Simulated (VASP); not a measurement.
Level of theory: optB88-vdW, VASP's PBE PAW potentials (set 64) (plane waves; VASP).

The input files of a VASP run:

### INCAR
```
LCHARG=.TRUE.
NELM=100   # most electronic steps
NEDOS=601   # DOS grid
ISMEAR=-5
ISIF=2   # forces and stress, cell fixed
GGA=BO
PREC=Accurate
LASPH=.TRUE.   # aspherical one-centre terms
LWAVE=.FALSE.
PARAM1=0.1833333333
LREAL=.FALSE.   # projection in real space or not
SYSTEM=Er
LMAXMIX=6
AGGAC=0.0
ENCUT=520
EDIFF=1E-7   # SCF stop (eV)
LUSE_VDW=.TRUE.
PARAM2=0.22
LORBIT=11   # lm-projected
ALGO=Normal
```

POSCAR:
```
Er
1
    1.7761770095    -3.0764283891     0.0000000000
    1.7761770095     3.0764283891     0.0000000000
    0.0000000000     0.0000000000     5.4607426463
Er
2
Direct
  0.3333330000   0.6666670000   0.2500000000
  0.6666670000   0.3333330000   0.7500000000
```

**KPOINTS**
```
kpoints
0
Gamma
13 13 8
```

POTCAR, in this order: Er_3 (PBE.64 set). Program: vasp_std.

The run wrote:

### OSZICAR
```
       N       E                     dE             d eps       ncg     rms          rms(c)
DAV:   1     0.554025816955E+02    0.55403E+02   -0.86849E+03  4577   0.137E+03
DAV:   2    -0.948957055100E+00   -0.56352E+02   -0.55046E+02  4590   0.557E+02
DAV:   3    -0.347872257086E+01   -0.25298E+01   -0.24287E+01  4915   0.609E+01
DAV:   4    -0.358634584759E+01   -0.10762E+00   -0.10123E+00  4936   0.102E+01
DAV:   5    -0.359280940912E+01   -0.64636E-02   -0.57515E-02  4756   0.216E+00    0.247E+01
DAV:   6    -0.361325148133E+01   -0.20442E-01   -0.24824E-02  4600   0.289E+00    0.147E+01
DAV:   7    -0.363407402287E+01   -0.20823E-01   -0.45276E-02  4433   0.414E+00    0.357E-01
DAV:   8    -0.363453541130E+01   -0.46139E-03   -0.28532E-03  4526   0.841E-01    0.781E-02
DAV:   9    -0.363461797361E+01   -0.82562E-04   -0.19441E-04  4591   0.142E-01    0.320E-02
DAV:  10    -0.363462650700E+01   -0.85334E-05   -0.35284E-05  4612   0.692E-02    0.493E-02
DAV:  11    -0.363462789604E+01   -0.13890E-05   -0.40979E-06  3801   0.194E-02    0.243E-03
DAV:  12    -0.363462833038E+01   -0.43434E-06   -0.40288E-07  3563   0.837E-03    0.320E-03
DAV:  13    -0.363462829776E+01    0.32614E-07   -0.54444E-08  2410   0.880E-03
   1 F= -.36346283E+01 E0= -.36346283E+01  d E =0.000000E+00
```

OUTCAR:
```
------------------------ aborting loop because EDIFF is reached ----------------------------------------
  FORCE on cell =-STRESS in cart. coord.  units (eV):
  Direction    XX          YY          ZZ          XY          YZ          ZX
  --------------------------------------------------------------------------------------
  Total       -0.0183616     -0.0183616      0.1660399      0.0000000      0.0000000      0.0000000
  in kB       -0.4929532     -0.4929531      4.4576746      0.0000000      0.0000000      0.0000000
  external PRESSURE =       1.1572561 kB  Pullay stress =       0.0000000 kB
  volume of cell :       59.68
      direct lattice vectors                 reciprocal lattice vectors
     1.776177010 -3.076428389  0.000000000     0.281503475 -0.162526130  0.000000000
     1.776177010  3.076428389  0.000000000     0.281503475  0.162526130  0.000000000
     0.000000000  0.000000000  5.460742646     0.000000000  0.000000000  0.183125275
 POSITION                                       TOTAL-FORCE (eV/Angst)
 -----------------------------------------------------------------------------------
      1.77618      1.02548      1.36519         0.000000      0.000000      0.000000
      1.77618     -1.02548      4.09556        -0.000000     -0.000000      0.000000
 -----------------------------------------------------------------------------------
    total drift:                               -0.000002      0.000086     -0.000012
  FREE ENERGIE OF THE ION-ELECTRON SYSTEM (eV)
  ---------------------------------------------------
  free  energy   TOTEN  =        -3.6346282978 eV

  energy  without entropy=       -3.6346282978  energy(sigma->0) =       -3.63462830

 total charge

# of ion       s       p       d       tot
------------------------------------------
    1        0.522   6.542   1.131   8.195
    2        0.522   6.542   1.131   8.195
--------------------------------------------------
tot          1.044  13.084   2.263  16.391
```
(Selected blocks of OUTCAR.)

The 4f electrons are frozen in the core of the lanthanide potential, so 4f levels, which can set the real gap, and their magnetism are missing. For a metal the tetrahedron method with Blöchl corrections gives inexact stress and forces.

The compound is Er in the hcp structure. It was relaxed first.
